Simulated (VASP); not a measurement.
Level of theory: optB88-vdW, VASP's PBE PAW potentials (set 64) (plane waves; VASP).

A VASP calculation is set up with these files.

### KPOINTS
```
Automatic mesh
0
Gamma
5 5 5
0 0 0
```

**POSCAR**
```
BaHfO3
1
    4.1548964236    -0.0000000000     0.0000000000
   -0.0000000000     4.1548964236    -0.0000000000
   -0.0000000000    -0.0000000000     4.1548964236
Ba Hf O
1 1 3
Direct
  0.0000000000   0.0000000000   0.0000000000
  0.5000000000   0.5000000000   0.5000000000
  0.5000000000   0.0000000000   0.5000000000
  0.0000000000   0.5000000000   0.5000000000
  0.5000000000   0.5000000000   0.0000000000
```

### INCAR
```
SYSTEM = BaHfO3
PREC = Accurate
ENCUT = 520
EDIFF = 1E-6
NELM = 100
ALGO = Normal
LREAL = .FALSE.
LASPH = .TRUE.
ISMEAR = 0
SIGMA = 0.05
GGA = BO
PARAM1 = 0.1833333333
PARAM2 = 0.22
LUSE_VDW = .TRUE.
AGGAC = 0.0
LMAXMIX = 6
LWAVE = .FALSE.
LCHARG = .FALSE.
IBRION = 2
ISIF = 3
NSW = 60
EDIFFG = -0.02
```

POTCAR, in this order: Ba_sv Hf_pv O (PBE.64 set). Program: vasp_std.

Output of the run:

**OSZICAR**
```
       N       E                     dE             d eps       ncg     rms          rms(c)
DAV:   1     0.241874500952E+03    0.24187E+03   -0.21507E+04   460   0.161E+03
DAV:   2    -0.302517554080E+02   -0.27213E+03   -0.26886E+03   582   0.356E+02
DAV:   3    -0.423458949305E+02   -0.12094E+02   -0.12072E+02   587   0.745E+01
DAV:   4    -0.425709952066E+02   -0.22510E+00   -0.22503E+00   676   0.974E+00
DAV:   5    -0.425759745810E+02   -0.49794E-02   -0.49793E-02   627   0.866E-01    0.606E+01
DAV:   6    -0.349918271311E+02    0.75841E+01   -0.46308E+01   516   0.404E+01    0.543E+01
DAV:   7    -0.349242838416E+02    0.67543E-01   -0.26228E+00   624   0.106E+01    0.350E+01
DAV:   8    -0.349097692047E+02    0.14515E-01   -0.37353E-01   566   0.522E+00    0.619E+00
DAV:   9    -0.348906349667E+02    0.19134E-01   -0.12560E-01   572   0.217E+00    0.138E+00
DAV:  10    -0.348905480587E+02    0.86908E-04   -0.10403E-02   579   0.698E-01    0.453E-01
DAV:  11    -0.348903944546E+02    0.15360E-03   -0.91352E-04   565   0.203E-01    0.150E-01
DAV:  12    -0.348904177730E+02   -0.23318E-04   -0.75061E-05   618   0.635E-02    0.166E-01
DAV:  13    -0.348904211801E+02   -0.34071E-05   -0.11153E-05   586   0.235E-02    0.256E-02
DAV:  14    -0.348904213608E+02   -0.18078E-06   -0.40338E-07   419   0.489E-03
   1 F= -.34890421E+02 E0= -.34890421E+02  d E =-.348904E+02
       N       E                     dE             d eps       ncg     rms          rms(c)
DAV:   1    -0.355247037402E+02   -0.63428E+00   -0.16735E+01   460   0.313E+01    0.127E+01
DAV:   2    -0.349812424942E+02    0.54346E+00   -0.29881E+00   474   0.106E+01    0.274E+00
DAV:   3    -0.348967528020E+02    0.84490E-01   -0.19452E-01   540   0.309E+00    0.208E+00
DAV:   4    -0.348767124903E+02    0.20040E-01   -0.93984E-02   575   0.198E+00    0.161E+00
DAV:   5    -0.348768741511E+02   -0.16166E-03   -0.26520E-03   651   0.264E-01    0.204E+00
DAV:   6    -0.348775778849E+02   -0.70373E-03   -0.20770E-03   641   0.272E-01    0.695E-01
DAV:   7    -0.348773829630E+02    0.19492E-03   -0.54691E-04   566   0.130E-01    0.412E-01
DAV:   8    -0.348773526294E+02    0.30334E-04   -0.84119E-05   618   0.596E-02    0.224E-01
DAV:   9    -0.348773236462E+02    0.28983E-04   -0.77329E-05   572   0.477E-02    0.123E-01
DAV:  10    -0.348773199392E+02    0.37070E-05   -0.13061E-05   629   0.219E-02    0.503E-02
DAV:  11    -0.348773183418E+02    0.15974E-05   -0.82837E-06   558   0.164E-02    0.112E-02
DAV:  12    -0.348773182943E+02    0.47562E-07   -0.20272E-07   328   0.333E-03
   2 F= -.34877318E+02 E0= -.34877318E+02  d E =0.131031E-01
       N       E                     dE             d eps       ncg     rms          rms(c)
DAV:   1    -0.351190909697E+02   -0.24177E+00   -0.53543E+00   460   0.179E+01    0.701E+00
DAV:   2    -0.349446766185E+02    0.17441E+00   -0.91885E-01   474   0.591E+00    0.149E+00
DAV:   3    -0.349190560337E+02    0.25621E-01   -0.56203E-02   596   0.172E+00    0.109E+00
DAV:   4    -0.349131293149E+02    0.59267E-02   -0.26950E-02   568   0.107E+00    0.903E-01
DAV:   5    -0.349131979496E+02   -0.68635E-04   -0.99809E-04   651   0.170E-01    0.122E+00
DAV:   6    -0.349134299448E+02   -0.23200E-03   -0.66441E-04   634   0.156E-01    0.306E-01
DAV:   7    -0.349133785828E+02    0.51362E-04   -0.12050E-04   561   0.646E-02    0.194E-01
DAV:   8    -0.349133637978E+02    0.14785E-04   -0.25623E-05   596   0.318E-02    0.127E-01
DAV:   9    -0.349133505766E+02    0.13221E-04   -0.35577E-05   565   0.333E-02    0.698E-02
DAV:  10    -0.349133492308E+02    0.13458E-05   -0.36752E-06   560   0.120E-02    0.339E-02
DAV:  11    -0.349133481315E+02    0.10993E-05   -0.65148E-06   548   0.138E-02    0.808E-03
DAV:  12    -0.349133481908E+02   -0.59267E-07   -0.17288E-07   307   0.300E-03
   3 F= -.34913348E+02 E0= -.34913348E+02  d E =-.229268E-01
```

**OUTCAR**
```
------------------------ aborting loop because EDIFF is reached ----------------------------------------
  FORCE on cell =-STRESS in cart. coord.  units (eV):
  Direction    XX          YY          ZZ          XY          YZ          ZX
  --------------------------------------------------------------------------------------
  Total       -0.0133009     -0.0133009     -0.0133009     -0.0000000     -0.0000000      0.0000000
  in kB       -0.2899731     -0.2899731     -0.2899731     -0.0000000     -0.0000000      0.0000000
  external PRESSURE =      -0.2899731 kB  Pullay stress =       0.0000000 kB
  volume of cell :       73.49
      direct lattice vectors                 reciprocal lattice vectors
     4.188686006  0.000000000 -0.000000000     0.238738353  0.000000000  0.000000000
    -0.000000000  4.188686006 -0.000000000    -0.000000000  0.238738353 -0.000000000
    -0.000000000  0.000000000  4.188686006     0.000000000  0.000000000  0.238738353
 POSITION                                       TOTAL-FORCE (eV/Angst)
 -----------------------------------------------------------------------------------
      0.00000      0.00000      0.00000        -0.000000     -0.000000      0.000000
      2.09434      2.09434      2.09434         0.000000     -0.000000      0.000000
      2.09434      0.00000      2.09434        -0.000000      0.000000      0.000000
     -0.00000      2.09434      2.09434         0.000000      0.000000      0.000000
      2.09434      2.09434     -0.00000        -0.000000     -0.000000      0.000000
 -----------------------------------------------------------------------------------
    total drift:                                0.000000     -0.000000     -0.000000
  FREE ENERGIE OF THE ION-ELECTRON SYSTEM (eV)
  ---------------------------------------------------
  free  energy   TOTEN  =       -34.9133481908 eV

  energy  without entropy=      -34.9133481908  energy(sigma->0) =      -34.91334819

 reached required accuracy - stopping structural energy minimisation
```
(Selected blocks of OUTCAR.)

CONTCAR:
```
BaHfO3
   1.00000000000000
     4.1886860062522153    0.0000000000000000   -0.0000000000000000
    -0.0000000000000000    4.1886860062522153   -0.0000000000000000
    -0.0000000000000000    0.0000000000000000    4.1886860062522153
  Ba              Hf              O
     1     1     3
Direct
     0.0000000000000000    0.0000000000000000    0.0000000000000000
     0.5000000000000000    0.5000000000000000    0.5000000000000000
     0.5000000000000000    0.0000000000000000    0.5000000000000000
     0.0000000000000000    0.5000000000000000    0.5000000000000000
     0.5000000000000000    0.5000000000000000    0.0000000000000000
```

Energy and stress use the plane-wave basis of the starting cell.

The compound is BaHfO3 in the cubic perovskite structure. This run relaxes it. Symmetry was kept, so distortions that lower it aren't found. The start is the result of an earlier pass.
